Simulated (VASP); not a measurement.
All values below come from PBE GGA, VASP's PBE PAW potentials (set 64) (plane waves; VASP).

The input files of a VASP run:

**POSCAR**
```
Tc
1
    1.3518751617    -2.3415168553     0.0000000000
    1.3518751617     2.3415168553     0.0000000000
    0.0000000000     0.0000000000     4.3974216093
Tc
2
Direct
  0.3333330000   0.6666670000   0.2500000000
  0.6666670000   0.3333330000   0.7500000000
```

KPOINTS:
```
Automatic mesh
0
Gamma
14 14 8
0 0 0
```

### INCAR
```
ALGO = Normal
EDIFF = 1E-7
EDIFFG = -0.01
ENCUT = 480
GGA = PE
IBRION = 2
ISIF = 2
ISMEAR = 1
LASPH = T
LCHARG = F
LMAXMIX = 4
LREAL = F
LWAVE = F
NELM = 100
NSW = 30
PREC = Accurate
SIGMA = 0.1
SYSTEM = Tc
```

POTCAR, in this order: Tc_pv (PBE.64 set). Program: vasp_std.

The run wrote:

OUTCAR:
```
 ion  position               nearest neighbor table
   1  0.333  0.667  0.250-   2 2.70   2 2.70   2 2.70   2 2.70   2 2.70   2 2.70
   2  0.667  0.333  0.750-   1 2.70   1 2.70   1 2.70   1 2.70   1 2.70   1 2.70
  LATTYP: Found a hexagonal cell.
 ALAT       =     2.7037506609
 C/A-ratio  =     1.6264153618
 Subroutine PRICEL returns:
 Original cell was already a primitive cell.
 Subroutine GETGRP returns: Found 24 space group operations
The static configuration has the point symmetry D_3d.
 The point group associated with its full space group is D_6h.
The dynamic configuration has the point symmetry D_3d.
 Subroutine INISYM returns: Found 24 space group operations
 Subroutine IBZKPT returns following result:
 Found    120 irreducible k-points:

 Following reciprocal coordinates:
            Coordinates               Weight
  0.000000  0.000000  0.000000      1.000000
  0.071429 -0.000000  0.000000      6.000000
  0.142857 -0.000000  0.000000      6.000000
  0.214286  0.000000  0.000000      6.000000
  0.285714  0.000000  0.000000      6.000000
  0.357143  0.000000  0.000000      6.000000
  0.428571  0.000000  0.000000      6.000000
...
```

File OSZICAR:
```
       N       E                     dE             d eps       ncg     rms          rms(c)
DAV:   1     0.301710444104E+03    0.30171E+03   -0.16132E+04  4120   0.152E+03
DAV:   2    -0.143589066176E+02   -0.31607E+03   -0.31283E+03  4464   0.444E+02
DAV:   3    -0.220184858755E+02   -0.76596E+01   -0.74881E+01  4883   0.802E+01
DAV:   4    -0.220847577468E+02   -0.66272E-01   -0.65562E-01  4443   0.747E+00
DAV:   5    -0.220853039113E+02   -0.54616E-03   -0.54613E-03  4584   0.668E-01    0.248E+01
DAV:   6    -0.208284115587E+02    0.12569E+01   -0.29386E+00  4346   0.173E+01    0.805E+00
DAV:   7    -0.206708466539E+02    0.15756E+00   -0.60333E-01  4621   0.711E+00    0.934E-01
DAV:   8    -0.206612323525E+02    0.96143E-02   -0.11766E-02  4190   0.120E+00    0.230E-01
DAV:   9    -0.206613100121E+02   -0.77660E-04   -0.36611E-04  4874   0.169E-01    0.200E-02
DAV:  10    -0.206613019358E+02    0.80763E-05   -0.11116E-05  4298   0.311E-02    0.887E-03
DAV:  11    -0.206613022420E+02   -0.30625E-06   -0.40438E-07  4117   0.667E-03    0.797E-04
DAV:  12    -0.206613021902E+02    0.51781E-07   -0.26773E-08  2109   0.130E-03
   1 F= -.20661302E+02 E0= -.20661217E+02  d E =-.206613E+02
```

File OUTCAR:
```
------------------------ aborting loop because EDIFF is reached ----------------------------------------
  FORCE on cell =-STRESS in cart. coord.  units (eV):
  Direction    XX          YY          ZZ          XY          YZ          ZX
  --------------------------------------------------------------------------------------
  Total        2.2246395      2.2246402      1.1574155      0.0000000      0.0000000      0.0000000
  in kB      128.0289688    128.0290115     66.6097662      0.0000000      0.0000000      0.0000000
  external PRESSURE =     107.5559155 kB  Pullay stress =       0.0000000 kB
  volume of cell :       27.84
      direct lattice vectors                 reciprocal lattice vectors
     1.351875162 -2.341516855  0.000000000     0.369856636 -0.213536793  0.000000000
     1.351875162  2.341516855  0.000000000     0.369856636  0.213536793  0.000000000
     0.000000000  0.000000000  4.397421609     0.000000000  0.000000000  0.227405987
 POSITION                                       TOTAL-FORCE (eV/Angst)
 -----------------------------------------------------------------------------------
      1.35188      0.78051      1.09936         0.000000     -0.000000      0.000000
      1.35188     -0.78051      3.29807        -0.000000      0.000000      0.000000
 -----------------------------------------------------------------------------------
    total drift:                               -0.000023      0.000603     -0.000043
  FREE ENERGIE OF THE ION-ELECTRON SYSTEM (eV)
  ---------------------------------------------------
  free  energy   TOTEN  =       -20.6613021902 eV

  energy  without entropy=      -20.6610476448  energy(sigma->0) =      -20.66121734

 reached required accuracy - stopping structural energy minimisation
```
(Selected blocks of OUTCAR.)

The compound is Tc in the hcp structure. This cell was strained or had an atom moved on purpose.
